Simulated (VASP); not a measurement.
Here is the system:

```
BaTiO3
1.0
    3.99290     0.00000     0.00000
    0.00000     3.99290     0.00000
    0.00000     0.00000     3.99290
Ba Ti O
1 1 3
Direct
  0.00000   0.00000   0.00000
  0.50000   0.50000   0.50000
  0.50000   0.00000   0.50000
  0.00000   0.50000   0.50000
  0.50000   0.50000   0.00000
```

Calculation: PBE GGA, VASP's PBE PAW potentials (set 64) (plane waves; VASP). Run with 620 eV cut-off, 6×6×6 Γ-centred mesh, Gaussian smearing of 0.050 eV, potentials Ba_sv Ti_sv O.

Unless said otherwise, spin-orbit coupling is left out, though it shifts the bands of the heavy elements here.

**Question.** What does the run give for the energy per atom (σ→0), pressure, band gap (on the k-mesh) with the smallest direct gap where there is one?

**Answer.** 
The band gap (on the k-mesh) comes out as 1.76 eV and the smallest direct gap (on the k-mesh) is 1.90 eV. The energy per atom (σ→0) is -7.992 eV/atom and the pressure comes out as 5.01 GPa.

Only differences to runs with the same potentials and settings are physical.

The compound is BaTiO3 in the cubic perovskite structure, the ideal cubic form; the compound distorts at low or room temperature. It was relaxed first under an external pressure of 5 GPa.
